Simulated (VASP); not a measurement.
# MgZnSeS with optB86b-vdW: from relaxation to properties, part 4 of 5

Wanted: the relaxed cell of MgZnSeS and its properties. The cell is invented: it takes the structure of a Materials Project entry for Zn2SeS (space group 160 there), with some of its atoms replaced by other elements, volume scaled by an estimate. It may not be a known or stable phase.

VASP 6.6.1; optB86b-vdW; plane waves and PAW (Se, Zn, S, Mg); invented cell.

So far, gap on the k-mesh (eV): step 2 (rough relaxation of the start cell) 1.66; step 3 (full relaxation (optB86b-vdW)) 1.65. The relaxed cell has a = 4.001, c = 19.795 Å (conventional setting).

## (5) Band structure (optB86b-vdW)

The mesh alone shows little of the dispersion and can miss band extrema, so KPOINTS_OPT adds a path through the symmetry points after the self-consistent cycle.

File INCAR:

```
SYSTEM = MgZnSeS
PREC = Accurate
ENCUT = 400
EDIFF = 1E-06
NELM = 100
ISMEAR = 0
SIGMA = 0.05
LREAL = .FALSE.
ALGO = Normal
GGA = MK
AGGAC = 0
LUSE_VDW = .TRUE.
PARAM1 = 0.1234
PARAM2 = 1
LASPH = .TRUE.
NBANDS = 27
LORBIT = 11
LWAVE = .FALSE.
LCHARG = .FALSE.
KPAR = 2
```

File POSCAR:

```
MgZnSeS
1.0
    2.0005306991      1.1550073190      6.5982528093
   -2.0005306991      1.1550073190      6.5982528093
    0.0000000000     -2.3100146380      6.5982528093
Se Zn S Mg
1 1 1 1
Direct
    0.6210036071      0.6210036071      0.6210036071
    0.4968641503      0.4968641503      0.4968641503
    0.1279122356      0.1279122356      0.1279122356
    0.0042190069      0.0042190069      0.0042190069
```

File KPOINTS:

```
Automatic mesh
0
Gamma
7 7 7
0 0 0
```

File KPOINTS_OPT:

```
Line mode
16
Line-mode
Reciprocal
  0.00000000   0.00000000   0.00000000 GAMMA
  0.50000000   0.00000000   0.00000000 L

  0.50000000   0.00000000   0.00000000 L
  0.50000000   0.18709440  -0.18709440 B1

  0.81290560   0.50000000   0.18709440 B
  0.50000000   0.50000000   0.50000000 Z

  0.50000000   0.50000000   0.50000000 Z
  0.00000000   0.00000000   0.00000000 GAMMA

  0.00000000   0.00000000   0.00000000 GAMMA
  0.34354720   0.00000000  -0.34354720 X

  0.65645280   0.34354720   0.00000000 Q
  0.50000000   0.50000000   0.00000000 F

  0.50000000   0.50000000   0.00000000 F
  0.65645280   0.65645280   0.18709440 P1

  0.65645280   0.65645280   0.18709440 P1
  0.50000000   0.50000000   0.50000000 Z

  0.50000000   0.00000000   0.00000000 L
  0.81290560   0.34354720   0.34354720 P
```

The projector-augmented-wave data sets are Se, Zn, S and Mg (PBE family, release 64).

Started as:

```console
$ mpirun -np 2 vasp_std
```

Output:

```text
[... set-up lines as in an earlier step ...]
 entering main loop
       N       E                     dE             d eps       ncg     rms          rms(c)
DAV:   1     0.144101600947E+03    0.14410E+03   -0.94984E+03  2392   0.773E+02
DAV:   2     0.718231336968E+01   -0.13692E+03   -0.12603E+03  2486   0.197E+02
DAV:   3    -0.738981709880E+01   -0.14572E+02   -0.14385E+02  2977   0.662E+01
DAV:   4    -0.766349701346E+01   -0.27368E+00   -0.27332E+00  2784   0.957E+00
DAV:   5    -0.766633892638E+01   -0.28419E-02   -0.28415E-02  2957   0.972E-01    0.633E+00
DAV:   6    -0.687229493264E+01    0.79404E+00   -0.10901E+00  3385   0.269E+01    0.482E+00
DAV:   7    -0.682112696750E+01    0.51168E-01   -0.64628E-01  2753   0.403E+00    0.259E+00
DAV:   8    -0.682427846802E+01   -0.31515E-02   -0.23019E-02  2982   0.882E-01    0.883E-01
DAV:   9    -0.682592746654E+01   -0.16490E-02   -0.73241E-03  2754   0.407E-01    0.272E-01
DAV:  10    -0.682593568888E+01   -0.82223E-05   -0.34643E-04  2709   0.126E-01    0.963E-02
DAV:  11    -0.682615497711E+01   -0.21929E-03   -0.47154E-04  2574   0.990E-02    0.429E-02
DAV:  12    -0.682614237785E+01    0.12599E-04   -0.34254E-05  3260   0.494E-02    0.346E-02
DAV:  13    -0.682615342157E+01   -0.11044E-04   -0.20215E-05  2571   0.363E-02    0.152E-02
DAV:  14    -0.682615407839E+01   -0.65681E-06   -0.25362E-06  2877   0.160E-02
   1 F= -.68261541E+01 E0= -.68261541E+01  d E =-.257240E-13
 Start KPOINTS_OPT (optional k-point list driver)
k-point batch [1-44\144]
       N       E                     dE             ncg
DAV:   1     0.240554755620E+04   -0.21440E+05     2384
DAV:   2    -0.357306802241E+04   -0.59786E+04     2624
DAV:   3    -0.420172867183E+04   -0.62866E+03     2894
DAV:   4    -0.421281968522E+04   -0.11091E+02     2792
DAV:   5    -0.421293013889E+04   -0.11045E+00     2991
DAV:   6    -0.421293219439E+04   -0.20555E-02     2865
DAV:   7    -0.421293224146E+04   -0.47064E-04     2970
DAV:   8    -0.421293224249E+04   -0.10281E-05     2204
DAV:   9    -0.421293224262E+04   -0.13645E-06     1895
[...]
k-point batch [133-144\144]
       N       E                     dE             ncg
DAV:   1     0.190460212090E+05   -0.79001E+04      648
DAV:   2     0.174472974981E+05   -0.15987E+04      707
DAV:   3     0.172850085171E+05   -0.16229E+03      834
DAV:   4     0.172822336137E+05   -0.27749E+01      797
DAV:   5     0.172822051496E+05   -0.28464E-01      864
DAV:   6     0.172822046248E+05   -0.52480E-03      802
DAV:   7     0.172822046132E+05   -0.11649E-04      856
DAV:   8     0.172822046129E+05   -0.24591E-06      602
```

Wall time 6.7 min (2 MPI ranks of Intel Xeon Platinum 8488C (Sapphire Rapids), shared host); peak memory 1.8 GiB.

OUTCAR, selected parts (step 5):

```text
   k-points           NKPTS =     44   k-points in BZ     NKDIM =     44   number of bands    NBANDS=     27

   NELECT =      26.0000    total number of electrons

 E-fermi :   1.5950

 k-point     1 :       0.0000    0.0000    0.0000
  band No.  band energies     occupation
    ...
      9       0.5954      2.00000
     10       0.5954      2.00000
     11       1.1196      2.00000
     12       1.3573      2.00000
     13       1.3573      2.00000
     14       3.0062      0.00000
     15       5.4473      0.00000
     16       7.6073      0.00000
     17       7.6073      0.00000
     18       7.9913      0.00000
    ...

Total vdW correction in eV:      5.6184584

  Total       -0.0091579     -0.0091579      0.0122109     -0.0000000      0.0000000     -0.0000000
  in kB       -0.1603962     -0.1603963      0.2138683     -0.0000000      0.0000000     -0.0000000
  external PRESSURE =      -0.0356414 kB  Pullay stress =       0.0000000 kB

 POSITION                                       TOTAL-FORCE (eV/Angst)
 -----------------------------------------------------------------------------------
      0.00000      0.00000     12.29262         0.000000      0.000000     -0.006362
      0.00000      0.00000      9.83531         0.000000      0.000000      0.008424
      0.00000      0.00000      2.53199         0.000000      0.000000      0.002628
      0.00000      0.00000      0.08351         0.000000     -0.000000     -0.004689
 -----------------------------------------------------------------------------------
    total drift:                                0.000000     -0.000014      0.001246

  FREE ENERGIE OF THE ION-ELECTRON SYSTEM (eV)
  ---------------------------------------------------
  free  energy   TOTEN  =        -6.8261540784 eV

  energy  without entropy=       -6.8261540784  energy(sigma->0) =       -6.82615408

Total vdW correction in eV:      5.6184572

[... 8 parts as in an earlier step ...]

[... 8 further parts left out ...]
```

Spin-orbit coupling is off here; it would split degenerate levels, and it lifts a valence top of Se p states by about 0.1 eV.

Numbers from this step:

* SCF cycles: 14
* bands: 27
* Fermi energy: 1.595 eV
* pressure: -0.003564 GPa
* least gap on mesh and path: 1.649 eV
* least direct gap on mesh and path: 1.649 eV

The electronic bands at the labelled points (eV, zero at the valence-band top; v1 is the highest filled band, c1 the lowest empty one):

| point | v4 | v3 | v2 | v1 | c1 | c2 | c3 | c4 |
| --- | --- | --- | --- | --- | --- | --- | --- | --- |
| Γ | -0.76 | -0.24 | 0.00 | 0.00 | 1.65 | 4.09 | 6.25 | 6.25 |
| 0.47 of the way | -1.73 | -1.20 | -0.64 | -0.40 | 3.41 | 5.03 | 5.88 | 6.34 |
| L | -2.24 | -1.80 | -1.68 | -0.80 | 3.85 | 4.63 | 5.90 | 6.28 |
| 0.47 of the way | -2.51 | -2.17 | -1.54 | -1.21 | 4.81 | 5.10 | 5.89 | 6.16 |
| B1 | -2.60 | -2.13 | -1.41 | -1.26 | 4.14 | 4.87 | 5.62 | 7.06 |
| jump to B | -2.60 | -2.13 | -1.41 | -1.26 | 4.14 | 4.87 | 5.62 | 7.06 |
| 0.47 of the way | -1.73 | -1.45 | -1.15 | -0.72 | 4.12 | 4.49 | 5.45 | 6.49 |
| Z | -0.69 | -0.69 | -0.12 | -0.12 | 2.73 | 4.60 | 6.00 | 6.61 |
| 0.47 of the way | -0.72 | -0.72 | -0.06 | -0.06 | 2.35 | 4.33 | 6.26 | 6.44 |
| Γ | -0.76 | -0.24 | 0.00 | 0.00 | 1.65 | 4.09 | 6.25 | 6.25 |
| 0.53 of the way | -2.25 | -1.82 | -1.14 | -0.45 | 4.06 | 5.42 | 6.10 | 6.39 |
| X | -2.68 | -2.11 | -1.46 | -1.26 | 4.15 | 5.30 | 5.42 | 6.64 |
| jump to Q | -2.68 | -2.11 | -1.46 | -1.26 | 4.15 | 5.30 | 5.42 | 6.64 |
| 0.47 of the way | -2.40 | -1.63 | -1.25 | -0.94 | 3.59 | 4.04 | 5.65 | 6.12 |
| F | -1.83 | -1.76 | -0.75 | -0.56 | 3.08 | 3.24 | 4.90 | 6.70 |
| 0.47 of the way | -1.82 | -1.78 | -0.83 | -0.57 | 3.13 | 3.31 | 4.94 | 6.60 |
| P1 | -1.82 | -1.79 | -1.07 | -0.61 | 3.28 | 3.58 | 5.09 | 6.32 |
| 0.47 of the way | -1.54 | -1.31 | -1.18 | -0.36 | 3.81 | 4.30 | 5.67 | 6.47 |
| Z | -0.69 | -0.69 | -0.12 | -0.12 | 2.73 | 4.60 | 6.00 | 6.61 |
| jump to L | -2.24 | -1.80 | -1.68 | -0.80 | 3.85 | 4.63 | 5.90 | 6.28 |
| 0.53 of the way | -2.08 | -1.73 | -1.52 | -0.72 | 3.61 | 4.30 | 5.44 | 6.07 |
| P | -1.82 | -1.79 | -1.07 | -0.61 | 3.28 | 3.58 | 5.09 | 6.32 |

Of the projections kept (Se, Zn, S, Mg), the largest for each band there; the rest of the weight can lie on other orbitals:

| point | v4 | v3 | v2 | v1 | c1 | c2 | c3 | c4 |
| --- | --- | --- | --- | --- | --- | --- | --- | --- |
| Γ | S 0.65 | S 0.46 | Se 0.77 | Se 0.77 | Zn 0.54 | Se 0.43 | Zn 0.87 | Zn 0.87 |
| L | S 0.56 | Se 0.46 | S 0.72 | Se 0.87 | Zn 0.68 | Se 0.44 | Zn 0.43 | Mg 0.35 |
| B1 | S 0.52 | Se 0.76 | S 0.60 | Se 0.63 | Zn 0.56 | S 0.30 | S 0.49 | Se 0.47 |
| B | S 0.52 | Se 0.76 | S 0.60 | Se 0.63 | Zn 0.56 | S 0.30 | S 0.49 | Se 0.47 |
| Z | S 0.72 | S 0.72 | Se 0.88 | Se 0.88 | Zn 0.61 | Se 0.47 | S 0.38 | Zn 0.88 |
| Γ | S 0.65 | S 0.46 | Se 0.77 | Se 0.77 | Zn 0.54 | Se 0.43 | Zn 0.87 | Zn 0.87 |

The path finds the gap of the mesh within 0.02 eV, so the mesh comes close to both band edges.

## (6) Total and projected DOS (optB86b-vdW)

Here the states are counted by energy and projected on the atoms. The mesh is finer than in the run before.

Edit INCAR of step 5 so:

```diff
@@ -5,3 +5,3 @@
 NELM = 100
-ISMEAR = 0
+ISMEAR = -5
 SIGMA = 0.05
@@ -20 +20,2 @@
 KPAR = 2
+NEDOS = 2001
```

POSCAR is that of step 5.

File KPOINTS:

```
Automatic mesh
0
Gamma
10 10 10
0 0 0
```

Started as:

```console
$ mpirun -np 2 vasp_std
```

Output:

```text
[... set-up lines as in an earlier step ...]
 entering main loop
       N       E                     dE             d eps       ncg     rms          rms(c)
DAV:   1     0.145228592899E+03    0.14523E+03   -0.93912E+03  6312   0.770E+02
DAV:   2     0.731302850218E+01   -0.13792E+03   -0.12758E+03  6740   0.198E+02
DAV:   3    -0.739282201219E+01   -0.14706E+02   -0.14526E+02  7637   0.666E+01
DAV:   4    -0.766372456896E+01   -0.27090E+00   -0.27056E+00  7467   0.956E+00
DAV:   5    -0.766661884724E+01   -0.28943E-02   -0.28939E-02  7793   0.978E-01    0.633E+00
DAV:   6    -0.687297232066E+01    0.79365E+00   -0.10900E+00  8937   0.269E+01    0.482E+00
DAV:   7    -0.682175702610E+01    0.51215E-01   -0.64315E-01  7270   0.403E+00    0.259E+00
DAV:   8    -0.682493160240E+01   -0.31746E-02   -0.23042E-02  7879   0.882E-01    0.883E-01
DAV:   9    -0.682657811324E+01   -0.16465E-02   -0.73472E-03  7401   0.408E-01    0.271E-01
DAV:  10    -0.682658690510E+01   -0.87919E-05   -0.34822E-04  7233   0.127E-01    0.953E-02
DAV:  11    -0.682680449710E+01   -0.21759E-03   -0.46554E-04  6813   0.981E-02    0.422E-02
DAV:  12    -0.682679233063E+01    0.12166E-04   -0.33611E-05  8661   0.484E-02    0.347E-02
DAV:  13    -0.682680333662E+01   -0.11006E-04   -0.19919E-05  6813   0.362E-02    0.149E-02
DAV:  14    -0.682680400051E+01   -0.66389E-06   -0.24855E-06  7577   0.158E-02
   1 F= -.68268040E+01 E0= -.68268040E+01  d E =0.000000E+00
```

Run time: 7 min. Hardware: 2 MPI ranks; peak memory 2 GiB.

Parts of OUTCAR (step 6):

```text
   k-points           NKPTS =    116   k-points in BZ     NKDIM =    116   number of bands    NBANDS=     27

   NELECT =      26.0000    total number of electrons

 E-fermi :   1.3681

 k-point     1 :       0.0000    0.0000    0.0000
  band No.  band energies     occupation
    ...
      9       0.5950      2.00000
     10       0.5950      2.00000
     11       1.1193      2.00000
     12       1.3570      2.00000
     13       1.3570      2.00000
     14       3.0061      0.00000
     15       5.4471      0.00000
     16       7.6072      0.00000
     17       7.6072      0.00000
     18       7.9913      0.00000
    ...

Total vdW correction in eV:      5.6183124

  Total       -0.0115345     -0.0115345      0.0139219      0.0000000      0.0000000      0.0000000
  in kB       -0.2020226     -0.2020228      0.2438371      0.0000000      0.0000000      0.0000000
  external PRESSURE =      -0.0534028 kB  Pullay stress =       0.0000000 kB

 POSITION                                       TOTAL-FORCE (eV/Angst)
 -----------------------------------------------------------------------------------
      0.00000      0.00000     12.29262         0.000000     -0.000000     -0.006617
      0.00000      0.00000      9.83531         0.000000     -0.000000      0.008109
      0.00000      0.00000      2.53199         0.000000     -0.000000      0.003012
      0.00000      0.00000      0.08351         0.000000      0.000000     -0.004504
 -----------------------------------------------------------------------------------
    total drift:                               -0.000000     -0.000014      0.001247

  FREE ENERGIE OF THE ION-ELECTRON SYSTEM (eV)
  ---------------------------------------------------
  free  energy   TOTEN  =        -6.8268040005 eV

  energy  without entropy=       -6.8268040005  energy(sigma->0) =       -6.82680400

Total vdW correction in eV:      5.6183105

[... 6 parts as in an earlier step ...]

[... 10 further parts left out ...]
```

This step gave:

| Quantity | Value |
| --- | --- |
| irreducible k-points | 116 |
| free energy (TOTEN) | -6.827 eV |
| Fermi energy | 1.368 eV |
| pressure | -0.005340 GPa |

The density of states has structure finer than the step of the table below, so its rows give means over 0.5 eV, whole bins alone (the curve runs from -5.32 to 7.73 eV). Peaks (eV: height): total -1.54: 4.74, -0.82: 4.90, 6.47: 5.41, 7.03: 6.61; Se p -3.89: 0.304, -3.24: 0.71, -1.42: 1.01, -0.77: 1.48; S p -4.37: 0.788, -2.47: 0.700, -1.73: 1.13, -0.82: 0.920; Zn d -4.37: 0.155, -3.89: 0.147, -1.54: 0.184, -0.82: 0.194; S s -3.89: 0.0431, 3.48: 0.0775, 5.69: 0.0356, 6.47: 0.0269.

States under -5.3 eV and over 7.7 eV are left out, among them most of the Zn d (centred near -6.0 eV) states. Table of density of states by energy, zero at the valence-band top; means over each step; values in states/eV/cell:

| energy (eV) | total | Se p | S p | Zn d | S s | Se s |
| --- | --- | --- | --- | --- | --- | --- |
| -5.0 | 0 | 0 | 0 | 0 | 0 | 0 |
| -4.5 | 1.51 | 0.0725 | 0.316 | 0.0710 | 0.00956 | 0.00734 |
| -4.0 | 1.85 | 0.167 | 0.329 | 0.107 | 0.0282 | 0.00549 |
| -3.5 | 1.10 | 0.183 | 0.148 | 0.0481 | 0.0173 | 0.00515 |
| -3.0 | 2.35 | 0.458 | 0.309 | 0.0789 | 0.0133 | 0.0180 |
| -2.5 | 2.25 | 0.287 | 0.511 | 0.109 | 0.0122 | 0.0136 |
| -2.0 | 3.31 | 0.520 | 0.787 | 0.132 | 0.0130 | 0.0113 |
| -1.5 | 4.11 | 0.835 | 0.909 | 0.162 | 0.00819 | 0.00976 |
| -1.0 | 4.33 | 1.18 | 0.840 | 0.177 | 0.00504 | 0.00640 |
| -0.5 | 2.77 | 1.05 | 0.350 | 0.0815 | 0.00208 | 0.00231 |
| 0.0 | 0.458 | 0.211 | 0.0369 | 0.0111 | 1.3e-4 | 8.2e-5 |
| 0.5 | 0 | 0 | 0 | 0 | 0 | 0 |
| 1.0 | 0 | 0 | 0 | 0 | 0 | 0 |
| 1.5 | 2.1e-4 | 0 | 1.0e-5 | 0 | 3.0e-5 | 5.2e-6 |
| 2.0 | 0.0310 | 6.5e-4 | 0.00199 | 1.5e-4 | 0.00439 | 9.7e-4 |
| 2.5 | 0.122 | 0.00391 | 0.0117 | 9.1e-4 | 0.0151 | 0.00285 |
| 3.0 | 0.379 | 0.0111 | 0.0371 | 0.00328 | 0.0355 | 0.00655 |
| 3.5 | 1.43 | 0.0289 | 0.114 | 0.0187 | 0.0724 | 0.0257 |
| 4.0 | 2.16 | 0.0571 | 0.173 | 0.0325 | 0.0635 | 0.0422 |
| 4.5 | 2.01 | 0.0706 | 0.148 | 0.0255 | 0.0350 | 0.0580 |
| 5.0 | 1.97 | 0.0887 | 0.112 | 0.0268 | 0.0183 | 0.0670 |
| 5.5 | 2.27 | 0.0888 | 0.131 | 0.0427 | 0.0214 | 0.0249 |
| 6.0 | 2.10 | 0.0967 | 0.113 | 0.0311 | 0.0164 | 0.0220 |
| 6.5 | 3.53 | 0.176 | 0.155 | 0.0469 | 0.0217 | 0.0330 |
| 7.0 | 3.24 | 0.126 | 0.131 | 0.0468 | 0.0162 | 0.00857 |

The gap on this mesh is 1.65 eV. In the top eV of the valence band the largest shares in the PAW spheres are Se p 35 % and S p 15 %. The rest lies in smaller channels or between the spheres.

(Continued in part 5 of 5.)

[Lines on the potential files, build, host, timing and source positions are cut from VASP's logs without a mark.]

[Logs are printed without paths, hosts, clocks, repeated set-up lines and the standing remarks that a program may print on its own settings, such as how far it seeks lower states.]

[Hosts, paths, dates, database ids (printed as entryN), source tags and the programs' standing remarks are cut or masked in the printed files.]

[A measured line is paired with the nearest computed mode of its activity, which favours agreement.]
